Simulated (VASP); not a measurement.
# Ta under pressure and tension, part 2 of 2

How does Ta change with the volume? The starting structure is a measured crystal structure from the Crystallography Open Database. All runs use LDA. The equilibrium cell comes from relaxations that aren't shown. At each volume, shape and positions are relaxed as far as symmetry leaves them free.

VASP 6.6.1.

Results so far: the equilibrium volume 0.0 GPa; 0.96 of the equilibrium volume 9.8 GPa; 1.04 of the equilibrium volume -8.1 GPa; 0.92 of the equilibrium volume 21.6 GPa; 0.98 of the equilibrium volume 4.7 GPa; 1.02 of the equilibrium volume -4.3 GPa.

## Step 8: Relaxation at 0.9 of the equilibrium volume

Level of this step: LDA; plane waves and PAW (Ta_pv) (VASP).

File INCAR:

```
SYSTEM = Ta
PREC = Accurate
ENCUT = 500
EDIFF = 1E-07
NELM = 100
ISMEAR = 1
SIGMA = 0.15
LREAL = .FALSE.
ALGO = Normal
GGA = CA
NBANDS = 11
LASPH = .TRUE.
LORBIT = 11
LWAVE = .FALSE.
LCHARG = .FALSE.
KPAR = 4
IBRION = 2
NSW = 50
ISIF = 4
EDIFFG = -0.003
```

File POSCAR:

```
Ta
1.0
   -1.5722710817      1.5722710817      1.5722710817
    1.5722710817     -1.5722710817      1.5722710817
    1.5722710817      1.5722710817     -1.5722710817
Ta
1
Direct
    0.0000000000      0.0000000000      0.0000000000
```

File KPOINTS:

```
Automatic mesh
0
Gamma
18 18 18
0 0 0
```

Potentials, in the order of the species: Ta_pv (LDA family, release 64).

The run is started by

```console
$ mpirun -np 4 vasp_std
```

What it wrote:

```text
[... set-up lines as in an earlier step ...]
 entering main loop
       N       E                     dE             d eps       ncg     rms          rms(c)
DAV:   1     0.567245151465E+02    0.56725E+02   -0.61689E+03  4309   0.952E+02
DAV:   2    -0.121636640907E+02   -0.68888E+02   -0.67111E+02  4780   0.251E+02
DAV:   3    -0.130868628222E+02   -0.92320E+00   -0.90506E+00  5177   0.276E+01
DAV:   4    -0.130896678541E+02   -0.28050E-02   -0.28046E-02  4812   0.153E+00
[...]
DAV:   9    -0.126879321873E+02    0.27964E-05   -0.36247E-05  4946   0.623E-02    0.224E-02
DAV:  10    -0.126879321942E+02   -0.68321E-08   -0.18172E-06  4756   0.157E-02    0.405E-03
DAV:  11    -0.126879321690E+02    0.25177E-07   -0.33945E-08  2959   0.199E-03
   1 F= -.12687932E+02 E0= -.12687651E+02  d E =-.126879E+02
[...]
reached required accuracy - stopping structural energy minimisation
```

It took 3.4 s on 4 MPI ranks of Intel Xeon 6975P-C (Granite Rapids), shared host; peak memory 0.53 GiB; 12 s of CPU time.

Parts of OUTCAR (step 8):

```text
  Total        2.7502688      2.7502688      2.7502688     -0.0000000      0.0000000      0.0000000
  in kB      283.4284594    283.4284594    283.4284594     -0.0000000      0.0000000      0.0000000
  external PRESSURE =     283.4284594 kB  Pullay stress =       0.0000000 kB

 POSITION                                       TOTAL-FORCE (eV/Angst)
 -----------------------------------------------------------------------------------
      0.00000      0.00000      0.00000         0.000000     -0.000000      0.000000
 -----------------------------------------------------------------------------------
    total drift:                                0.000000     -0.000000      0.000000

  FREE ENERGIE OF THE ION-ELECTRON SYSTEM (eV)
  ---------------------------------------------------
  free  energy   TOTEN  =       -12.6879321690 eV

  energy  without entropy=      -12.6870887291  energy(sigma->0) =      -12.68765102

[... 2 parts as in an earlier step ...]

[... 2 further parts left out ...]
[key lines of the parts left out:]
E-fermi :   6.6634
```

0.9 of the equilibrium volume: 15.547 Å³ an atom and a pressure of 28.34 GPa.

## Step 9: Relaxation at 1.06 of the equilibrium volume

INCAR is that of step 8.

File POSCAR:

```
Ta
1.0
   -1.6604095092      1.6604095092      1.6604095092
    1.6604095092     -1.6604095092      1.6604095092
    1.6604095092      1.6604095092     -1.6604095092
Ta
1
Direct
    0.0000000000      0.0000000000      0.0000000000
```

KPOINTS is that of step 8.

The run is started by

```console
$ mpirun -np 4 vasp_std
```

What it wrote:

```text
[... set-up lines as in an earlier step ...]
 entering main loop
       N       E                     dE             d eps       ncg     rms          rms(c)
DAV:   1     0.555376030561E+02    0.55538E+02   -0.61202E+03  4306   0.921E+02
DAV:   2    -0.124022242906E+02   -0.67940E+02   -0.66389E+02  4791   0.243E+02
DAV:   3    -0.132993799021E+02   -0.89716E+00   -0.88972E+00  5279   0.272E+01
DAV:   4    -0.133026088835E+02   -0.32290E-02   -0.32284E-02  4779   0.167E+00
[...]
DAV:   9    -0.127911051295E+02   -0.35050E-05   -0.46677E-05  4899   0.564E-02    0.219E-02
DAV:  10    -0.127911044427E+02    0.68680E-06   -0.33344E-06  4971   0.210E-02    0.396E-03
DAV:  11    -0.127911043840E+02    0.58701E-07   -0.35646E-07  4758   0.644E-03
   1 F= -.12791104E+02 E0= -.12791383E+02  d E =-.127911E+02
[...]
reached required accuracy - stopping structural energy minimisation
```

Elapsed: 4 s, on 4 MPI ranks; peak memory 0.58 GiB.

Parts of OUTCAR (step 9):

```text
  Total       -1.3153126     -1.3153126     -1.3153126     -0.0000000     -0.0000000     -0.0000000
  in kB     -115.0890323   -115.0890323   -115.0890323     -0.0000000     -0.0000000     -0.0000000
  external PRESSURE =    -115.0890323 kB  Pullay stress =       0.0000000 kB

 POSITION                                       TOTAL-FORCE (eV/Angst)
 -----------------------------------------------------------------------------------
      0.00000      0.00000      0.00000         0.000000     -0.000000      0.000000
 -----------------------------------------------------------------------------------
    total drift:                                0.000000      0.000000      0.000000

  FREE ENERGIE OF THE ION-ELECTRON SYSTEM (eV)
  ---------------------------------------------------
  free  energy   TOTEN  =       -12.7911043840 eV

  energy  without entropy=      -12.7919395914  energy(sigma->0) =      -12.79138279

[... 2 parts as in an earlier step ...]

[... 2 further parts left out ...]
[key lines of the parts left out:]
E-fermi :   5.2715
```

1.06 of the equilibrium volume: 18.311 Å³ an atom and a pressure of -11.51 GPa.

## Step 10: All runs side by side

```csv
run,volume (Å³/atom),pressure (GPa),core minutes
0.9 of the equilibrium volume,15.547,28.34,0.227
0.92 of the equilibrium volume,15.892,21.58,0.227
0.96 of the equilibrium volume,16.583,9.84,0.227
0.98 of the equilibrium volume,16.929,4.69,0.227
the equilibrium volume,17.274,-0.01,0.24
1.02 of the equilibrium volume,17.62,-4.26,0.24
1.04 of the equilibrium volume,17.965,-8.07,0.24
1.06 of the equilibrium volume,18.311,-11.51,0.267
```

Core minutes are wall time times ranks of the run shown, on a shared host.

## Step 11: Results

```json
{
 "pressure at 0.9 of the equilibrium volume": "28.34 GPa",
 "pressure at 0.92 of the equilibrium volume": "21.58 GPa",
 "pressure at 0.96 of the equilibrium volume": "9.84 GPa",
 "pressure at 0.98 of the equilibrium volume": "4.69 GPa",
 "pressure at the equilibrium volume": "-0.01 GPa",
 "pressure at 1.02 of the equilibrium volume": "-4.26 GPa",
 "pressure at 1.04 of the equilibrium volume": "-8.07 GPa",
 "pressure at 1.06 of the equilibrium volume": "-11.51 GPa"
}
```

What this shows: Between 0.9 of the equilibrium volume and 1.06 of the equilibrium volume the pressure on Ta goes from 28.3 to -11.5 GPa. Further runs on this material are not shown.

[Lines on the potential files, build, host, timing and source positions are cut from VASP's logs without a mark.]

[Logs are printed without paths, hosts, clocks, repeated set-up lines and the standing remarks that a program may print on its own settings, such as how far it seeks lower states.]

[Hosts, paths, dates, database ids (printed as entryN), source tags and the programs' standing remarks are cut or masked in the printed files.]
